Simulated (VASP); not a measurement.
These are PBE GGA, VASP's PBE PAW potentials (set 64) (plane waves; VASP) values and carry that method's errors.

The input files of a VASP run:

### KPOINTS
```
Automatic mesh
0
Gamma
6 6 6
0 0 0
```

### INCAR
```
! general
SYSTEM   =  Li2S
PREC     =  Accurate
ENCUT    =  600   ! plane-wave cut-off (eV)
LREAL    =  .False.
LASPH    =  .True.   ! aspherical one-centre terms

! electronic loop
EDIFF    =  1E-7
NELM     =  100
ALGO     =  Normal   ! blocked Davidson

! smearing
ISMEAR   =  0   ! Gaussian
SIGMA    =  0.05   ! width (eV)

! functional
GGA      =  PE   ! PBE

! ions
IBRION   =  2   ! conjugate gradients
NSW      =  40
ISIF     =  3   ! ions, shape and volume
EDIFFG   =  -0.01   ! ionic stop
PSTRESS  =  100   ! kbar

! output
LWAVE    =  .False.
LCHARG   =  .False.
```

POSCAR:
```
Li2S
1.0
  0.0000000000   2.8548365997   2.8548365997
  2.8548365997   0.0000000000   2.8548365997
  2.8548365997   2.8548365997   0.0000000000
Li S
2 1
Direct
  0.2500000000   0.2500000000   0.2500000000
  0.7500000000   0.7500000000   0.7500000000
  0.0000000000   1.0000000000   0.0000000000
```

POTCAR, in this order: Li_sv S (PBE.64 set). Program: vasp_std.

Energy and stress use the plane-wave basis of the starting cell.

Problem. Predict the energy per atom (σ→0), volume per atom, band gap (on the k-mesh).

Solution. 
| Property | Value |
|---|---|
| energy per atom (σ→0) | -3.931 eV/atom |
| band gap (on the k-mesh) | 3.22 eV |
| volume per atom | 12.94 Å^3/atom |

**OSZICAR**
```
...
DAV:   1    -0.117931294171E+02    0.84320E-02   -0.85396E-03   360   0.745E-01    0.175E-01
DAV:   2    -0.117928022685E+02    0.32715E-03   -0.13344E-03   412   0.275E-01    0.775E-02
DAV:   3    -0.117927316278E+02    0.70641E-04   -0.21160E-04   364   0.916E-02    0.452E-02
DAV:   4    -0.117927289814E+02    0.26464E-05   -0.10646E-05   478   0.243E-02    0.223E-02
DAV:   5    -0.117927289691E+02    0.12323E-07   -0.35803E-06   552   0.142E-02    0.741E-03
DAV:   6    -0.117927286701E+02    0.29898E-06   -0.40264E-07   342   0.622E-03    0.227E-03
DAV:   7    -0.117927286327E+02    0.37437E-07   -0.31388E-08   172   0.168E-03
   4 F= -.93689263E+01 E0= -.93689263E+01  d E =-.277622E+00
```

The compound is Li2S in the antifluorite structure. This run relaxes it under an external pressure of 10 GPa. Symmetry was kept, so distortions that lower it aren't found.
